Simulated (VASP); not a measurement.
# GeCN2 (R-3m) in VASP: further runs

Runs on GeCN2. Level: PBEsol. Tasks: equation of state.

Everything below comes from runs of VASP 6.6.1. Logs are shortened: lines on timing, memory, paths and dates and some standing lists are left out, and cuts for length are marked.

### 1 The crystal as given

It takes space group R-3m (No. 166, trigonal). Conventional cell: a = 3.497 Å, b = 3.497 Å, c = 14.674 Å, α = 90.00°, β = 90.00°, γ = 120.00°. Ge (site symmetry -3m) is surrounded by 6 N at 2.35 Å. N (site symmetry 3m) has 1 C at 1.24 Å as nearest neighbours. C (site symmetry -3m) has 2 N at 1.24 Å as nearest neighbours.

The cell comes from a database or a generator and needn't be the stable form of this composition.

### 2 Equation of state, PBEsol, 12.43 Å³/atom (a relaxed cell with its volume scaled by 0.96)

File INCAR:

```
PREC = Accurate
ENCUT = 520
EDIFF = 1E-6
ISMEAR = 0
SIGMA = 0.02
LREAL = False
LASPH = True
NELM = 60
ALGO = Normal
ISIF = 2
LWAVE = False
LCHARG = False
GGA = PS
KPAR = 2
```

File KPOINTS:

```
regular mesh
0
Gamma
  8 8 8
```

File POSCAR:

```
GeCN2                                   
1.0
    1.7248186992      0.9958245403      4.8251579432
   -1.7248186992      0.9958245403      4.8251579432
    0.0000000000     -1.9916490805      4.8251579432
  Ge              N               C             
     1     2     1
Direct
     0.0000000000000000    0.0000000000000000    0.0000000000000000
     0.5844417161112110    0.5844417161112110    0.5844417161112110
     0.4155582838887891    0.4155582838887891    0.4155582838887891
     0.5000000000000000    0.5000000000000000    0.5000000000000000
```

Potentials or basis: VASP PAW PBE potentials, release 64 (Ge_d, N, C).

Command:

```sh
$ cat potpaw_PBE.64/Ge_d/POTCAR potpaw_PBE.64/N/POTCAR potpaw_PBE.64/C/POTCAR > POTCAR
$ mpirun -np 2 vasp_std > vasp.out
```

OUTCAR:

```text
PREC = Accurate
   ENCUT = 520
   EDIFF = 1E-6
   ISMEAR = 0
   LREAL = False
   LASPH = True
   NELM = 60
   ISIF = 2
   GGA = PS

 ion  position               nearest neighbor table
   1  0.000  0.000  0.000-   2 2.32   3 2.32   2 2.32   2 2.32   3 2.32   3 2.32
   2  0.584  0.584  0.584-   4 1.22   1 2.32   1 2.32   1 2.32
   3  0.416  0.416  0.416-   4 1.22   1 2.32   1 2.32   1 2.32
   4  0.500  0.500  0.500-   2 1.22   3 1.22

  LATTYP: Found a trigonal (rhomboedric) cell.
 ALAT       =     5.2200397735
 COS(alpha) =     0.7816419159

  Lattice vectors:

 A1 = (   1.7248186992,   0.9958245403,   4.8251579432)
 A2 = (  -1.7248186992,   0.9958245403,   4.8251579432)
 A3 = (   0.0000000000,  -1.9916490805,   4.8251579432)

Analysis of symmetry for initial positions (statically):
=====================================================================
 Subroutine PRICEL returns:
 Original cell was already a primitive cell.

 Routine SETGRP: Setting up the symmetry group for a
 trigonal (rhombohedral) supercell.

 Subroutine GETGRP returns: Found 12 space group operations
 (whereof 12 operations were pure point group operations)
 out of a pool of 12 trial point group operations.

The static configuration has the point symmetry D_3d.

Analysis of symmetry for dynamics (positions and initial velocities):
=====================================================================
 Subroutine PRICEL returns:
 Original cell was already a primitive cell.

 Routine SETGRP: Setting up the symmetry group for a
 trigonal (rhombohedral) supercell.

 Subroutine GETGRP returns: Found 12 space group operations
 (whereof 12 operations were pure point group operations)
 out of a pool of 12 trial point group operations.

The dynamic configuration has the point symmetry D_3d.

 Subroutine INISYM returns: Found 12 space group operations
 (whereof 12 operations are pure point group operations),
 and found     1 'primitive' translations

----------------------------------------------------------------------------------------

                                     Primitive cell

  volume of cell :      49.7266

  direct lattice vectors                    reciprocal lattice vectors
     1.724818699  0.995824540  4.825157943     0.289885540  0.167365495  0.069082367
    -1.724818699  0.995824540  4.825157943    -0.289885540  0.167365495  0.069082367
     0.000000000 -1.991649081  4.825157943     0.000000000 -0.334730989  0.069082367

  length of vectors
     5.220039774  5.220039774  5.220039773     0.341785325  0.341785325  0.341785325

  position of ions in fractional coordinates (direct lattice)
     0.000000000  0.000000000  0.000000000
     0.584441716  0.584441716  0.584441716
     0.415558284  0.415558284  0.415558284
     0.500000000  0.500000000  0.500000000

  ion indices of the primitive-cell ions
   primitive index   ion index
                 1           1
                 2           2
                 3           3
                 4           4

----------------------------------------------------------------------------------------

 KPOINTS: regular mesh

Automatic generation of k-mesh.
 Grid dimensions read from file:
 generate k-points for:    8    8    8

 Generating k-lattice:

  Cartesian coordinates                     Fractional coordinates (reciprocal lattice)
     0.036235692  0.020920687  0.008635296     0.125000000  0.000000000  0.000000000
    -0.036235692  0.020920687  0.008635296     0.000000000  0.125000000  0.000000000
     0.000000000 -0.041841374  0.008635296     0.000000000  0.000000000  0.125000000

  Length of vectors
     0.042723166  0.042723166  0.042723166

  Shift w.r.t. Gamma in fractional coordinates (k-lattice)
     0.000000000  0.000000000  0.000000000

 Subroutine IBZKPT returns following result:
 ===========================================

 Found     65 irreducible k-points:

 Following reciprocal coordinates:
            Coordinates               Weight
  0.000000  0.000000  0.000000      1.000000
  0.125000  0.000000 -0.000000      6.000000
  0.250000  0.000000 -0.000000      6.000000
  0.375000 -0.000000 -0.000000      6.000000
  0.500000  0.000000 -0.000000      3.000000
  0.125000  0.125000 -0.000000      6.000000
[... 16 lines left out ...]
  0.250000  0.125000  0.125000      6.000000
  0.375000  0.125000  0.125000      6.000000
 [... further k-points ...]
   k-points           NKPTS =     65   k-points in BZ     NKDIM =     65   number of bands    NBANDS=     18
   number of dos      NEDOS =    301   number of ions     NIONS =      4
   total plane-waves  NPLWV =  64000
   dimension x,y,z NGX =    40 NGY =   40 NGZ =   40
   dimension x,y,z NGXF=    80 NGYF=   80 NGZF=   80
   ions per type =               1   2   1
   NGX,Y,Z   is equivalent  to a cutoff of  12.74, 12.74, 12.74 a.u.
   NGXF,Y,Z  is equivalent  to a cutoff of  25.48, 25.48, 25.48 a.u.
 SYSTEM =  unknown system
   PREC   = accura    normal or accurate (medium, high low for compatibility)
   ISTART =      0    job   : 0-new  1-cont  2-samecut
   ICHARG =      2    charge: 1-file 2-atom 10-const
   ISPIN  =      1    spin polarized calculation?
   LNONCOLLINEAR =      F non collinear calculations
   LSORBIT =      F    spin-orbit coupling
   LASPH  =      T    aspherical Exc in radial PAW
   ENCUT  =  520.0 eV  38.22 Ry    6.18 a.u.   9.71  9.71  9.71*2*pi/ulx,y,z
   NELM   =     60;   NELMIN=  2; NELMDL= -5     # of ELM steps
   EDIFF  = 0.1E-05   stopping-criterion for ELM
   LREAL  =      F    real-space projection
   EDIFFG = 0.1E-04   stopping-criterion for IOM
   NSW    =      0    number of steps for IOM
   IBRION =     -1    ionic relax: 0-MD 1-quasi-New 2-CG
   NFREE  =      0    steps in history (QN), initial steepest desc. (CG)
   ISIF   =      2    stress and relaxation
   ISYM   =      2    0-nonsym 1-usesym 2-fastsym
   POTIM  = 0.5000    time-step for ionic-motion
   TEBEG  =    0.0;   TEEND  =   0.0 temperature during run
   PSTRESS=    0.0 pullay stress
   NELECT =      28.0000    total number of electrons
   NUPDOWN=      -1.0000    fix difference up-down
   EMIN   =  10.00;   EMAX   =-10.00  energy-range for DOS
   EFERMI =   0.00;   METHOD = LEGACY
   ISMEAR =     0;   SIGMA  =   0.02  broadening in eV -4-tet -1-fermi 0-gaus
   EFERMI_NEDOS =   21; number of points for ismear=-14 and -15
   IALGO  =     38    algorithm
   IMIX   =      4    mixing-type and parameters
     AMIX     =   0.40;   BMIX     =  1.00
     AMIX_MAG =   1.60;   BMIX_MAG =  1.00
  volume/ion in A,a.u.               =      12.43        83.89
  Fermi-wavevector in a.u.,A,eV,Ry     =   1.351858  2.554642 24.864929  1.827521
  Thomas-Fermi vector in A             =   2.479245
   LORBIT       =      0    0 simple, 1 ext, 2 COOP (PROOUT), +10 PAW based schemes
   GGA     = PS    functional components
   LHFCALC =     F    Hartree Fock is set to
   AEXX    =    0.0000 exact exchange contribution
   IVDW    =     0    specifies the selected vdW correction
   LEPSILON=     F    determine dielectric tensor
   LRPA    =     F    only Hartree local field effects (RPA)
 non-spin polarized calculation
 Gauss-broadening in eV      SIGMA  =   0.02
  energy-cutoff  :      520.00
  volume of cell :       49.73
 maximum number of plane-waves:      1367
   NGX = 19   NGY = 19   NGZ = 19

 number of electron      28.0000003 magnetization

 Free energy of the ion-electron system (eV)
  ---------------------------------------------------
  ext. energy  EPLUGINS =         0.00000000
  ---------------------------------------------------
  free energy    TOTEN  =       -30.58230274 eV

  energy without entropy =      -30.58230274  energy(sigma->0) =      -30.58230274

 E-fermi :   4.8799     XC(G=0): -10.4080

 val. band max:        4.7014945139   @ k =   0.5000   0.5000   0.2500
 cond. band min:       5.3881619018   @ k =   0.5000   0.5000   0.5000
 fundamental gap:      0.6866673879
 Fermi energy:         4.8798925605

 k-point     1 :       0.0000    0.0000    0.0000
  band No.  band energies     occupation
      1     -20.1094      2.00000
      2     -20.1083      2.00000
      3     -20.1083      2.00000
      4     -20.0909      2.00000
      5     -20.0909      2.00000
      6     -15.4234      2.00000
[... 10 lines left out ...]
     17       7.8443      0.00000
     18       9.4061      0.00000

 k-point     2 :       0.1250    0.0000   -0.0000
  band No.  band energies     occupation
      1     -20.1114      2.00000
      2     -20.1064      2.00000
      3     -20.1045      2.00000
      4     -20.0937      2.00000
      5     -20.0913      2.00000
      6     -15.3571      2.00000
[... 10 lines left out ...]
     17       8.1460      0.00000
     18      10.3597      0.00000

 k-point     3 :       0.2500    0.0000   -0.0000
  band No.  band energies     occupation
      1     -20.1198      2.00000
      2     -20.1018      2.00000
      3     -20.0971      2.00000
      4     -20.0968      2.00000
      5     -20.0908      2.00000
      6     -15.1903      2.00000
[... 10 lines left out ...]
     17       8.8180      0.00000
     18      10.5184      0.00000

 k-point     4 :       0.3750   -0.0000   -0.0000
  band No.  band energies     occupation
      1     -20.1295      2.00000
      2     -20.1050      2.00000
      3     -20.0962      2.00000
      4     -20.0909      2.00000
      5     -20.0837      2.00000
      6     -15.0134      2.00000
[... 375 lines left out ...]
      4     -20.0908      2.00000
      5     -20.0908      2.00000
      6     -15.3924      2.00000
[... 10 lines left out ...]
     17       7.9531      0.00000
     18       9.8168      0.00000

 k-point    23 :       0.2500    0.1250    0.1250
  band No.  band energies     occupation
      1     -20.1114      2.00000
      2     -20.1062      2.00000
      3     -20.1046      2.00000
      4     -20.0937      2.00000
      5     -20.0913      2.00000
      6     -15.3096      2.00000
[... 10 lines left out ...]
     17       8.7666      0.00000
     18      10.7436      0.00000

 k-point    24 :       0.3750    0.1250    0.1250
  band No.  band energies     occupation
      1     -20.1200      2.00000
      2     -20.1017      2.00000
      3     -20.0972      2.00000
      4     -20.0968      2.00000
      5     -20.0907      2.00000
      6     -15.1394      2.00000
[... 10 lines left out ...]
     17       9.7483      0.00000
     18      10.5640      0.00000

 [... further k-points ...]

------------------------ aborting loop because EDIFF is reached ----------------------------------------

  FORCE on cell =-STRESS in cart. coord.  units (eV):
  Direction    XX          YY          ZZ          XY          YZ          ZX
  --------------------------------------------------------------------------------------
  -------------------------------------------------------------------------------------
  Total        0.8090289      0.8090289      4.3371424      0.0000000      0.0000000      0.0000000
  in kB       26.0666703     26.0666703    139.7414364      0.0000000      0.0000000      0.0000000
  external PRESSURE =      63.9582590 kB  Pullay stress =       0.0000000 kB

 VOLUME and BASIS-vectors are now :
 -----------------------------------------------------------------------------
  energy-cutoff  :      520.00
  volume of cell :       49.73
      direct lattice vectors                 reciprocal lattice vectors
     1.724818699  0.995824540  4.825157943     0.289885540  0.167365495  0.069082367
    -1.724818699  0.995824540  4.825157943    -0.289885540  0.167365495  0.069082367
     0.000000000 -1.991649081  4.825157943     0.000000000 -0.334730989  0.069082367

 POSITION                                       TOTAL-FORCE (eV/Angst)
 -----------------------------------------------------------------------------------
      0.00000      0.00000      0.00000         0.000000      0.000000      0.000000
      0.00000      0.00000      8.46007         0.000000      0.000000      1.243229
      0.00000      0.00000      6.01540         0.000000     -0.000000     -1.243229
      0.00000      0.00000      7.23774        -0.000000     -0.000000      0.000000
 -----------------------------------------------------------------------------------
    total drift:                                0.000000     -0.000000      0.000000

  FREE ENERGIE OF THE ION-ELECTRON SYSTEM (eV)
  ---------------------------------------------------
  free  energy   TOTEN  =       -30.5823027353 eV

  energy  without entropy=      -30.5823027353  energy(sigma->0) =      -30.58230274
```

Run time: 83 s. Hardware: 2 MPI ranks of Intel Xeon Platinum 8375C at 2.90GHz (Ice Lake), shared host; peak memory 0.26 GiB.

What came out:

```
Free energy            : -30.5823 eV
Pressure               : 6.4 GPa
Largest force          : 1.243 eV/Å
Band gap on the k mesh : 0.69 eV, indirect (least direct gap 1.39 eV)
```

Caveat: the standard files for N, O and F lose accuracy on very short bonds; the PAW data sets were made with another functional, which shifts forces and pressure a little.

### 3 Equation of state, PBEsol, 12.69 Å³/atom (a relaxed cell with its volume scaled by 0.98)

INCAR is that of step 2.

KPOINTS is that of step 2.

Edit POSCAR of step 2 so:

```diff
@@ -2,5 +2,5 @@
 1.0
-    1.7248186992      0.9958245403      4.8251579432
-   -1.7248186992      0.9958245403      4.8251579432
-    0.0000000000     -1.9916490805      4.8251579432
+    1.7367143765      1.0026925127      4.8584359461
+   -1.7367143765      1.0026925127      4.8584359461
+    0.0000000000     -2.0053850255      4.8584359461
   Ge              N               C
```

Potentials or basis: VASP PAW PBE potentials, release 64 (Ge_d, N, C).

Command:

```sh
$ cat potpaw_PBE.64/Ge_d/POTCAR potpaw_PBE.64/N/POTCAR potpaw_PBE.64/C/POTCAR > POTCAR
$ mpirun -np 2 vasp_std > vasp.out
```

It took 85 s on 2 MPI ranks of Intel Xeon Platinum 8375C at 2.90GHz (Ice Lake), shared host; peak memory 0.26 GiB.

Results (log left out):

| Item | Value |
| --- | --- |
| Free energy | -30.6143 eV |
| Pressure | 3.1 GPa |
| Largest force | 0.603 eV/Å |
| Band gap on the k mesh | 0.77 eV, indirect (least direct gap 1.54 eV) |

Caveat: the standard files for N, O and F lose accuracy on very short bonds; the PAW data sets were made with another functional, which shifts forces and pressure a little.

### 4 Equation of state, PBEsol, 12.95 Å³/atom

INCAR is that of step 3.

KPOINTS is that of step 3.

Edit POSCAR of step 3 so:

```diff
@@ -2,5 +2,5 @@
 1.0
-    1.7367143765      1.0026925127      4.8584359461
-   -1.7367143765      1.0026925127      4.8584359461
-    0.0000000000     -2.0053850255      4.8584359461
+    1.7484492890      1.0094676677      4.8912642119
+   -1.7484492890      1.0094676677      4.8912642119
+    0.0000000000     -2.0189353353      4.8912642119
   Ge              N               C
```

Command:

```sh
$ cat potpaw_PBE.64/Ge_d/POTCAR potpaw_PBE.64/N/POTCAR potpaw_PBE.64/C/POTCAR > POTCAR
$ mpirun -np 2 vasp_std > vasp.out
```

Run time: 88 s. Hardware: 2 MPI ranks of Intel Xeon Platinum 8375C at 2.90GHz (Ice Lake), shared host; peak memory 0.26 GiB.

Results (log left out):

- Free energy: -30.6256 eV
- Pressure: 0.0 GPa
- Largest force: 0.006 eV/Å
- Band gap on the k mesh: 0.85 eV, indirect (least direct gap 1.68 eV)

Caveat: the standard files for N, O and F lose accuracy on very short bonds; the PAW data sets were made with another functional, which shifts forces and pressure a little.

### 5 Equation of state, PBEsol, 13.21 Å³/atom (a relaxed cell with its volume scaled by 1.02)

INCAR is that of step 4.

KPOINTS is that of step 4.

Edit POSCAR of step 4 so:

```diff
@@ -2,5 +2,5 @@
 1.0
-    1.7484492890      1.0094676677      4.8912642119
-   -1.7484492890      1.0094676677      4.8912642119
-    0.0000000000     -2.0189353353      4.8912642119
+    1.7600287608      1.0161530788      4.9236576341
+   -1.7600287608      1.0161530788      4.9236576341
+    0.0000000000     -2.0323061577      4.9236576341
   Ge              N               C
```

Command:

```sh
$ cat potpaw_PBE.64/Ge_d/POTCAR potpaw_PBE.64/N/POTCAR potpaw_PBE.64/C/POTCAR > POTCAR
$ mpirun -np 2 vasp_std > vasp.out
```

It took 85 s on 2 MPI ranks of Intel Xeon Platinum 8375C at 2.90GHz (Ice Lake), shared host; peak memory 0.26 GiB.

It converged, with:

| Item | Value |
| --- | --- |
| Free energy | -30.6184 eV |
| Pressure | -2.7 GPa |
| Largest force | 0.549 eV/Å |
| Band gap on the k mesh | 0.90 eV, indirect (least direct gap 1.78 eV) |

Caveat: the standard files for N, O and F lose accuracy on very short bonds; the PAW data sets were made with another functional, which shifts forces and pressure a little.

### 6 Equation of state, PBEsol, 13.47 Å³/atom (a relaxed cell with its volume scaled by 1.04)

INCAR is that of step 5.

KPOINTS is that of step 5.

Edit POSCAR of step 5 so:

```diff
@@ -2,5 +2,5 @@
 1.0
-    1.7600287608      1.0161530788      4.9236576341
-   -1.7600287608      1.0161530788      4.9236576341
-    0.0000000000     -2.0323061577      4.9236576341
+    1.7714578393      1.0227516603      4.9556303328
+   -1.7714578393      1.0227516603      4.9556303328
+    0.0000000000     -2.0455033207      4.9556303328
   Ge              N               C
```

Potentials or basis: VASP PAW PBE potentials, release 64 (Ge_d, N, C).

Command:

```sh
$ cat potpaw_PBE.64/Ge_d/POTCAR potpaw_PBE.64/N/POTCAR potpaw_PBE.64/C/POTCAR > POTCAR
$ mpirun -np 2 vasp_std > vasp.out
```

It took 97 s on 2 MPI ranks of Intel Xeon Platinum 8375C at 2.90GHz (Ice Lake), shared host; peak memory 0.26 GiB.

The run converged. Its results:

| Property | Result |
| --- | --- |
| Free energy | -30.5942 eV |
| Pressure | -5.2 GPa |
| Largest force | 1.065 eV/Å |
| Band gap on the k mesh | 0.96 eV, indirect (least direct gap 1.86 eV) |

Caveat: the standard files for N, O and F lose accuracy on very short bonds; the PAW data sets were made with another functional, which shifts forces and pressure a little.

### 7 Equation of state, PBEsol

Potentials or basis: VASP PAW PBE potentials, release 64 (Ge_d, N, C).

This step only gathers the single runs of the series.

What came out:

```yaml
Equilibrium_volume: 12.97 Å³/atom
Bulk_modulus_at_fixed_shape_and_positions: 143 GPa
Pressure_derivative_of_the_bulk_modulus: "3.9 (rough: it moves with the points fitted)"
```

Energy against volume, from the lowest point:
```
volume (Å³/atom)  energy (meV/atom)
          12.432              10.84
          12.691               2.84
          12.950               0.00
          13.209               1.82
          13.468               7.87
```

Caveat: the standard files for N, O and F lose accuracy on very short bonds; the cell was scaled at fixed shape and fractional positions, which overstates the stiffness of a crystal with free parameters, most of all of layers and chains; the PAW data sets were made with another functional, which shifts forces and pressure a little.
